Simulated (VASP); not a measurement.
**ZnH12Cl2O6: single point with PBE+D3(BJ)**

ZnH12Cl2O6:

```
CELL_PARAMETERS angstrom
6.83848 0.00000 0.00000
0.00000 6.83848 0.00000
0.00000 0.00000 6.83848
ATOMIC_POSITIONS crystal
O 0.90198 0.23276 0.07479
O 0.55972 0.01721 0.81327
O 0.98133 0.94432 0.82047
O 0.30147 0.79023 0.55001
O 0.36618 0.69012 0.09227
O 0.56081 0.44693 0.74158
H 0.97913 0.35167 0.06781
H 0.96919 0.12865 0.96824
H 0.54560 0.16533 0.81315
H 0.46174 0.96959 0.71134
H 0.93936 0.84691 0.92740
H 0.85076 0.96593 0.76650
H 0.29691 0.77701 0.41087
H 0.16432 0.78678 0.58988
H 0.45367 0.78864 0.04314
H 0.44027 0.58187 0.14032
H 0.49723 0.52272 0.84773
H 0.51941 0.49369 0.61876
Zn 0.75009 0.10755 0.28452
Cl 0.48341 0.27307 0.30407
Cl 0.80512 0.79178 0.32545
```

The cell was built by a generator and needn't be a form met in nature.

```json
{
 "Program": "VASP 6.6.1",
 "Task": "single point",
 "Functional": "PBE",
 "Dispersion": "D3(BJ)",
 "Potentials or basis": "VASP PAW PBE potentials, release 64 (O, H, Zn, Cl)",
 "Cutoff": "520 eV",
 "k mesh": "1 × 1 × 1",
 "Occupations": "fermi-dirac, width 0.02 eV",
 "Spin": "no spin polarisation",
 "Dipole correction": "no",
 "Further INCAR settings": "LREAL = Auto; ALGO = Normal; EDIFF = 1e-06; NBANDS = 53"
}
```

| Quantity | Value |
| --- | --- |
| Pressure | -1.4 GPa |
| Largest force | 2.850 eV/Å |
| Band gap on the k mesh | 3.90 eV, direct |
| Dispersion energy per atom | -0.043 eV |

Forces on the atoms (eV/Å):
```
O    1.504 -1.495 -1.905
O   -0.822  0.787 -0.879
O   -0.566 -1.092  2.102
O   -0.158  0.044  1.070
O   -1.314  0.169 -0.324
O    0.571 -0.699  2.442
H   -0.040  0.165  0.256
H   -1.060  1.059  1.228
H    0.122 -1.204 -0.204
H    0.923  0.303  0.854
H    0.979  0.992 -1.192
H   -0.719  0.276 -0.484
H    0.152 -0.027 -1.164
H    0.145  0.165  0.151
H    0.556  0.539 -0.213
H    0.777 -0.698  0.575
H    0.101 -0.168 -1.003
H   -0.770  0.777 -1.263
Zn  -0.305 -0.615 -0.096
Cl  -0.190  0.176  0.175
Cl   0.112  0.544 -0.124
```

Stress tensor (GPa, compression positive):
```
-0.62 -0.25  0.72
-0.25 -2.62 -0.86
 0.72 -0.86 -1.10
```

Levels at points of the mesh, in eV from the valence-band top:
| k point | band 33 | band 34 | band 35 | band 36 | band 37 | band 38 | band 39 | band 40 | band 41 | band 42 |
| --- | --- | --- | --- | --- | --- | --- | --- | --- | --- | --- |
| (0.00, 0.00, 0.00) | -0.36 | -0.21 | -0.14 | -0.09 | 0.00 | 3.90 | 5.80 | 7.19 | 7.29 | 7.73 |

Run time: 59 s on 1 thread of AMD EPYC 7R43 64-Core Processor (Zen 3), on a shared host, peak memory 0.32 GiB.
